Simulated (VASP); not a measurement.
Data:

```yaml
crystal:
  lattice:
    - [1.97550, -3.42167, 0.00000]
    - [1.97550, 3.42167, 0.00000]
    - [0.00000, 0.00000, 5.15079]
  atoms:
    - { symbol: Ni, position: [0.00000, 0.00000, 0.50000] }
    - { symbol: Ni, position: [0.00000, 0.00000, 0.00000] }
    - { symbol: Sb, position: [0.33333, 0.66667, 0.25000] }
    - { symbol: Sb, position: [0.66667, 0.33333, 0.75000] }
```

Computed with rev-vdW-DF2, VASP's PBE PAW potentials (set 64) (plane waves; VASP 6.6.1). Run with 520 eV cut-off, 10×10×7 Γ-centred mesh, tetrahedra with Blöchl corrections, potentials Ni Sb.

Unless said otherwise, spin-orbit coupling is left out, though it shifts the bands of the heavy elements here.

Question: Estimate the energy per atom (σ→0), band gap (on the k-mesh) with the smallest direct gap where there is one.

Answer: 
| Item | Result |
|---|---|
| band gap (on the k-mesh) | none (metal, semimetal or under 0.01 eV) |
| energy per atom (σ→0) | -3.084 eV/atom |

Only differences to runs with the same potentials and settings are physical.

The compound is NiSb in the NiAs type structure. It was relaxed first. The run is not spin-polarised, so no magnetic state was tried.
